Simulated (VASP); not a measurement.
# Zr2Ni: structure and properties in VASP, part 2 of 17

Aim: relax Zr2Ni, then compute properties on the relaxed cell. The start is a cell from a database of measured crystal structures.

VASP 6.6.1, plane waves and PAW; the level of theory is named at each step.

So far: The structure; Magnetic start: ferromagnetic.

## Step 2: Magnetic start: ferromagnetic (continued)

Level of this step: r2SCAN with rVV10, spin-polarised from a ferromagnetic start; plane waves and PAW (Zr_sv, Ni) (VASP).

OUTCAR, selected parts (step 2):

```text
ion  position               nearest neighbor table
   1  0.663  0.163  0.826-   5 2.76   6 2.76   5 2.76   6 2.76   3 2.98   3 3.07   3 3.07   4 3.36
                             2 3.36   2 3.36   4 3.36   4 3.43   2 3.43   2 3.43   4 3.43
   2  0.163  0.337  0.500-   6 2.76   5 2.76   5 2.76   6 2.76   4 2.98   4 3.07   4 3.07   3 3.36
                             1 3.36   1 3.36   3 3.36   1 3.43   3 3.43   1 3.43   3 3.43
   3  0.337  0.837  0.174-   5 2.76   6 2.76   5 2.76   6 2.76   1 2.98   1 3.07   1 3.07   2 3.36
                             4 3.36   4 3.36   2 3.36   2 3.43   4 3.43   4 3.43   2 3.43
   4  0.837  0.663  0.500-   5 2.76   6 2.76   6 2.76   5 2.76   2 2.98   2 3.07   2 3.07   3 3.36
                             1 3.36   1 3.36   3 3.36   1 3.43   3 3.43   3 3.43   1 3.43
   5  0.250  0.250  0.000-   6 2.62   6 2.62   1 2.76   2 2.76   3 2.76   4 2.76   2 2.76   4 2.76
                             1 2.76   3 2.76
   6  0.750  0.750  0.000-   5 2.62   5 2.62   1 2.76   3 2.76   4 2.76   3 2.76   4 2.76   1 2.76
                             2 2.76   2 2.76

  LATTYP: Found a body centered tetragonal cell.
 ALAT       =     6.4770000000
 C/A-ratio  =     0.8091709125

 Subroutine GETGRP returns: Found 16 space group operations
 (whereof  8 operations were pure point group operations)

The static configuration has the point symmetry C_4h.
 The point group associated with its full space group is D_4h.

 Found     30 irreducible k-points:

   k-points           NKPTS =     30   k-points in BZ     NKDIM =     30   number of bands    NBANDS=     47

   dimension x,y,z NGX =    36 NGY =   36 NGZ =   36
   dimension x,y,z NGXF=    72 NGYF=   72 NGZF=   72

   ENCUT  =  400.0 eV  29.40 Ry    5.42 a.u.   8.60  8.60  8.60*2*pi/ulx,y,z

   NELECT =      68.0000    total number of electrons

 k-points in reciprocal lattice and weights: Automatic mesh
   0.00000000  0.00000000  0.00000000       0.005
   0.16666667  0.00000000  0.00000000       0.037
   0.33333333 -0.00000000  0.00000000       0.037
   0.50000000  0.00000000  0.00000000       0.019
   0.16666667  0.16666667  0.00000000       0.037
   0.33333333  0.16666667  0.00000000       0.074
   0.50000000  0.16666667  0.00000000       0.074
  -0.33333333  0.16666667  0.00000000       0.074
  -0.16666667  0.16666667  0.00000000       0.019
[...]
-0.33333333 -0.33333333  0.33333333       0.009
   0.50000000  0.50000000  0.50000000       0.005

 average (electrostatic) potential at core
       1 -79.1874       2 -79.1874       3 -79.1874       4 -79.1874       5 -87.3049
       6 -87.3049

 E-fermi :   9.3371

 spin component 1
 k-point     1 :       0.0000    0.0000    0.0000
  band No.  band energies     occupation
    ...
     29       8.3688      1.00000
     30       8.3688      1.00000
     31       8.4128      1.00000
     32       9.1436      1.02142
     33       9.1436      1.02141
     34       9.4497      0.09728
     35       9.4847      0.02750
     36       9.6977     -0.01431
     37       9.6977     -0.01431
     38       9.9032     -0.00023
    ...

 k-point     2 :       0.1667    0.0000    0.0000
  band No.  band energies     occupation
    ...
     30       8.3976      1.00000
     31       8.5099      1.00000
     32       8.5159      1.00000
     33       8.8261      1.00090
     34       8.9361      1.00787
     35       9.7503     -0.00642
     36       9.8880     -0.00034
     37       9.9785     -0.00003
     38      10.5686     -0.00000
     39      11.0373     -0.00000
    ...

 k-point     3 :       0.3333   -0.0000    0.0000
  band No.  band energies     occupation
    ...
     29       7.5482      1.00000
     30       7.9806      1.00000
     31       8.5934      1.00000
     32       8.6675      1.00001
     33       8.7518      1.00014
     34       9.3750      0.34258
     35       9.6489     -0.02495
     36       9.9744     -0.00003
     37      10.1834     -0.00000
     38      10.4182     -0.00000
    ...

 k-point     4 :       0.5000    0.0000    0.0000
  band No.  band energies     occupation
    ...
     30       7.6638      1.00000
     31       8.7450      1.00012
     32       8.7450      1.00012
     33       9.0875      1.03538
     34       9.0875      1.03538
     35      10.0252     -0.00001
     36      10.0252     -0.00001
     37      10.1714     -0.00000
     38      10.1714     -0.00000
     39      10.6134     -0.00000
    ...

 k-point     5 :       0.1667    0.1667    0.0000
  band No.  band energies     occupation
    ...
     30       8.1288      1.00000
     31       8.2612      1.00000
     32       8.5564      1.00000
     33       8.8358      1.00113
     34       9.0377      1.02780
     35       9.8625     -0.00064
     36      10.0983     -0.00000
     37      10.2607     -0.00000
     38      10.5691     -0.00000
     39      10.9152     -0.00000
    ...

 k-point     6 :       0.3333    0.1667    0.0000
  band No.  band energies     occupation
    ...
     30       7.8457      1.00000
     31       8.3063      1.00000
     32       8.8601      1.00191
     33       9.0478      1.02996
     34       9.3084      0.61993
     35       9.6614     -0.02206
     36      10.0097     -0.00001
     37      10.2341     -0.00000
     38      10.3897     -0.00000
     39      10.5945     -0.00000
    ...

  Total       -1.1862697     -1.1862697     -1.0991037      0.0000000      0.0000000      0.0000000
  in kB      -17.2886886    -17.2886886    -16.0183324      0.0000000      0.0000000      0.0000000
  external PRESSURE =     -16.8652365 kB  Pullay stress =       0.0000000 kB

  energy-cutoff  :      400.00
  volume of cell :      109.93
      direct lattice vectors                 reciprocal lattice vectors
    -3.238500000  3.238500000  2.620500000     0.000000000  0.154392466  0.190803282
     3.238500000 -3.238500000  2.620500000     0.154392466  0.000000000  0.190803282
     3.238500000  3.238500000 -2.620500000     0.154392466  0.154392466  0.000000000

 POSITION                                       TOTAL-FORCE (eV/Angst)
 -----------------------------------------------------------------------------------
      1.05510      4.29360      0.00000         0.076580      0.076580     -0.000000
      2.18340      1.05510      0.00000        -0.076580      0.076580      0.000000
      2.18340     -1.05510      2.62050        -0.076580     -0.076580      0.000000
      1.05510      2.18340      2.62050         0.076580     -0.076580      0.000000
      0.00000      0.00000      1.31025         0.000000     -0.000000      0.000000
      0.00000      0.00000      3.93075         0.000000     -0.000000      0.000000
 -----------------------------------------------------------------------------------
    total drift:                                0.000000      0.000000     -0.000000

  FREE ENERGIE OF THE ION-ELECTRON SYSTEM (eV)
  ---------------------------------------------------
  free  energy   TOTEN  =      -115.4380633854 eV

  energy  without entropy=     -115.4350318636  energy(sigma->0) =     -115.43705288

 total charge
# of ion       s       p       d       tot
------------------------------------------
    1        2.219   5.974   1.596   9.789
    2        2.219   5.974   1.596   9.789
    3        2.219   5.974   1.596   9.789
    4        2.219   5.974   1.596   9.789
    5        0.607   0.479   8.332   9.418
    6        0.607   0.479   8.332   9.418
--------------------------------------------------
tot         10.089  24.854  23.050  57.993

 magnetization (x)
# of ion       s       p       d       tot
------------------------------------------
    1       -0.000  -0.000  -0.000  -0.000
    2       -0.000  -0.000  -0.000  -0.000
    3       -0.000  -0.000  -0.000  -0.000
    4       -0.000  -0.000  -0.000  -0.000
    5        0.000  -0.000   0.000   0.000
    6        0.000  -0.000   0.000   0.000
--------------------------------------------------
tot         -0.000  -0.000  -0.000  -0.000

[... 6 further parts left out ...]
```

The k-mesh is coarse for a metal. The PAW data sets were made with PBE, which is usual practice but a small mismatch for other functionals.

Numbers from this step:

| Property | Result |
| --- | --- |
| SCF cycles | 18 |
| electrons | 68 |
| bands | 47 |
| irreducible k-points | 30 |
| symmetry operations | 16 |
| free energy (TOTEN) | -115.4381 eV |
| energy at zero smearing | -115.4371 eV |
| Fermi energy | 9.337 eV |
| pressure | -1.687 GPa |
| metallic, judged on the points sampled | yes |

The spin moment in the PAW sphere vanishes on all atoms.

Force by atom:

| atom | x (eV/Å) | y (eV/Å) | z (eV/Å) | size |
| --- | --- | --- | --- | --- |
| Zr1 | 0.077 | 0.077 | 0.000 | 0.108 |
| Zr2 | -0.077 | 0.077 | 0.000 | 0.108 |
| Zr3 | -0.077 | -0.077 | 0.000 | 0.108 |
| Zr4 | 0.077 | -0.077 | 0.000 | 0.108 |
| Ni5 | 0.000 | 0.000 | 0.000 | 0.000 |
| Ni6 | 0.000 | 0.000 | 0.000 | 0.000 |

The moments fall under 0.1 μB, and the mesh shows no gap.

(Part 2 of 17 ends here.)

[Lines on the potential files, build, host, timing and source positions are cut from VASP's logs without a mark.]

[Logs are printed without paths, hosts, clocks, repeated set-up lines and the standing remarks that a program may print on its own settings, such as how far it seeks lower states.]

[Hosts, paths, dates, database ids (printed as entryN), source tags and the programs' standing remarks are cut or masked in the printed files.]

[A measured line is paired with the nearest computed mode of its activity, which favours agreement.]

[In band tables of VASP the shares of atoms and orbitals are scaled to a sum of 1 inside the atoms' spheres.]
